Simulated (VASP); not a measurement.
```
SnSi
1.0
    3.75930     0.00000     0.00000
   -1.87965     3.25565     0.00000
    0.00000     0.00000     3.59711
Sn Si
1 1
Cartesian
 -1.87965   3.25565   0.00000
  1.87965   1.08522   1.79856
```

Method: PBEsol GGA, VASP's PBE PAW potentials (set 64) (plane waves; VASP). Settings: 400 eV cut-off, Gaussian smearing of 0.050 eV, potentials Sn_d Si.

Problem. Give the energies of bands 6 to 12 at the high-symmetry points, in eV from the Fermi level.

Solution. 
```tsv
band	Γ	M	K	A	L	H
6	-11.93	-9.19	-8.04	-8.98	-6.50	-5.87
7	-1.14	-7.51	-7.97	-8.96	-6.29	-5.56
8	-0.22	-1.69	-4.63	2.34	-4.31	-4.26
9	0.48	0.59	2.05	2.34	-4.21	-4.21
10	0.48	1.28	3.20	3.94	1.11	-1.61
11	3.83	3.71	4.28	3.94	1.61	-1.53
12	3.84	4.26	4.71	4.52	3.35	7.95
```

It has no gap at this level: it comes out as a metal or semimetal.

The structure was generated: SiSn was put into the WC type (P-6m2), which need not be its known phase. It was relaxed first, which changed the volume by +11 %.
